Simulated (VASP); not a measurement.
An input for Quantum ESPRESSO's pw.x (written as the equivalent of a VASP run, and not itself run):

```
&CONTROL
  calculation = 'vc-relax'
  pseudo_dir = './pseudo'
  outdir = './out'
  tprnfor = .true.
  tstress = .true.
  nstep = 60
  forc_conv_thr = 0.00039
/
&SYSTEM
  ibrav = 0
  nat = 2
  ntyp = 2
  ecutwfc = 86
  occupations = 'smearing'
  smearing = 'methfessel-paxton'
  degauss = 0.00735
  input_dft = 'pz'
/
&ELECTRONS
  conv_thr = 7.3e-08
  electron_maxstep = 100
/
&IONS
/
&CELL
/
ATOMIC_SPECIES
  Ag 107.868 Ag.upf
  Pt 195.084 Pt.upf
CELL_PARAMETERS angstrom
     1.3779369    0.7955522    4.6244679
    -1.3779369    0.7955522    4.6244679
     0.0000000   -1.5911044    4.6244679
ATOMIC_POSITIONS crystal
  Ag   0.0000000  0.0000000  0.0000000
  Pt   0.5000000  0.5000000  0.5000000
K_POINTS automatic
  14 14 14 0 0 0
```

Question: Translate this input to VASP (INCAR, KPOINTS, POSCAR, choice of POTCAR).

Answer: One answer among several that fit: 
POSCAR:
```
AgPt
1.0
  1.3779368629   0.7955521829   4.6244678784
 -1.3779368629   0.7955521829   4.6244678784
  0.0000000000  -1.5911043657   4.6244678784
Ag Pt
1 1
Direct
  0.0000000000   0.0000000000   0.0000000000
  0.5000000000   0.5000000000   0.5000000000
```

### INCAR
```
SYSTEM=AgPt
PREC=Accurate; ENCUT=400; LREAL=.False.
LASPH=.True.
EDIFF=1E-6; NELM=100; ALGO=Normal
LMAXMIX=6
ISMEAR=1; SIGMA=0.1
IBRION=2; NSW=60; ISIF=3
EDIFFG=-0.01
LWAVE=.False.; LCHARG=.False.
```

### KPOINTS
```
Automatic mesh
0
Gamma
14 14 14
0 0 0
```

POTCAR, in this order: Ag Pt (LDA.64 set). Program: vasp_std.

The two are equivalent in intent, not identical: the potentials are each code's own (VASP's PAW set, PseudoDojo norm-conserving files in pw.x), so ENCUT and ecutwfc are chosen apart and not converted; conv_thr bounds pw.x's estimated SCF error, while EDIFF bounds the energy change between steps; forc_conv_thr acts on force components and is met together with etot_conv_thr.

The structure comes from a computed database's AgPt entry (R-3m); how it stands against other phases isn't given here. It was relaxed first, which changed the volume by -5 %. The start is the result of an earlier pass.
